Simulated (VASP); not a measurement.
Computed with PBE GGA, VASP's PBE PAW potentials (set 64) (plane waves; VASP 6.6.1).

VASP input:

### KPOINTS
```
Automatic mesh
0
Gamma
4 4 4
0 0 0
```

### POSCAR
```
SrTe
1
    0.0000000000     3.3738210000     3.3738210000
    3.3738210000     0.0000000000     3.3738210000
    3.3738210000     3.3738210000     0.0000000000
Sr Te
1 1
Direct
  0.0000000000   0.0000000000   0.0000000000
  0.5000000000   0.5000000000   0.5000000000
```

### INCAR
```
GGA = PE
ENCUT = 500   ! plane-wave cut-off (eV)
NELM = 100
PREC = Normal
ISMEAR = 0
ALGO = Normal
LWAVE = .TRUE.
SYSTEM = SrTe
EDIFF = 1E-8
LREAL = .FALSE.   ! projection in real space or not
LCHARG = .FALSE.
LASPH = .TRUE.
SIGMA = 0.01
```

POTCAR, in this order: Sr_sv_GW Te_GW (PBE.64 set). Program: vasp_std.

Unless said otherwise, spin-orbit coupling is left out, though it shifts the bands of the heavy elements here.

Task: Predict the energy per atom (σ→0), band gap (on the k-mesh).

Result: 
| Quantity | Value |
|---|---|
| energy per atom (σ→0) | -6.491 eV/atom |
| band gap (on the k-mesh) | 1.80 eV |

### OSZICAR
```
...
DAV:  10    -0.129829776232E+02    0.64336E-03   -0.29737E-03   228   0.328E-01    0.213E-01
DAV:  11    -0.129829983985E+02   -0.20775E-04   -0.11331E-04   252   0.790E-02    0.301E-02
DAV:  12    -0.129829980594E+02    0.33911E-06   -0.52467E-06   268   0.177E-02    0.524E-02
DAV:  13    -0.129829976415E+02    0.41793E-06   -0.57843E-07   252   0.668E-03    0.173E-02
DAV:  14    -0.129829977900E+02   -0.14851E-06   -0.36688E-08   256   0.126E-03    0.115E-02
DAV:  15    -0.129829978637E+02   -0.73687E-07   -0.17396E-08   232   0.951E-04    0.284E-03
DAV:  16    -0.129829978708E+02   -0.71857E-08   -0.57060E-10   172   0.193E-04
   1 F= -.12982998E+02 E0= -.12982998E+02  d E =-.210108E-89
```

The compound is SrTe in the rock salt structure. This cell is one point of a volume scan, at 1.04 of the reference volume.
